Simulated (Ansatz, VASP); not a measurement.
One calculation of Cs3B, two programs

```
Cs B
1.0
    -3.91265    3.91265    3.91265
     3.91265   -3.91265    3.91265
     3.91265    3.91265   -3.91265
Cs B
3 1
Direct
  0.00000 0.50000 0.50000
  0.50000 0.00000 0.50000
  0.50000 0.50000 0.00000
  0.00000 0.00000 0.00000
```

Change from the starting cell: species swapped into the Sb3Au type (Im-3m, No. 229).

Alike in both runs: functional PBE; k mesh 8 × 8 × 8; occupations gaussian, width 0.1 eV; no spin polarisation.

Ansatz relaxed the structure, and its values are those at the end. VASP's run is a single point on that final structure, the one shown.

|  | VASP | Ansatz |
| --- | --- | --- |
| version | VASP 6.6.1 | Ansatz 0.2.0 |
| potentials or method | VASP PAW PBE potentials, release 64 (Cs_sv, B) | scalar-relativistic, plane waves, PAW |
| plane-wave cutoff (eV) | 520 | 420 |
| valence electrons in the cell | 30 | 30 |

|  | VASP | Ansatz | Ansatz less VASP |
| --- | --- | --- | --- |
| gap on the k mesh at the Fermi level (eV) | none | none | - |
| pressure (GPa) | 0.0 | 0.0 | -0.01 |

A gap of «none» marks a metal or a gap that the smearing closes. With one functional, cell and mesh, what is left measures potentials, basis and numerics.

Spin-orbit coupling is left out, which matters for the levels of Cs.
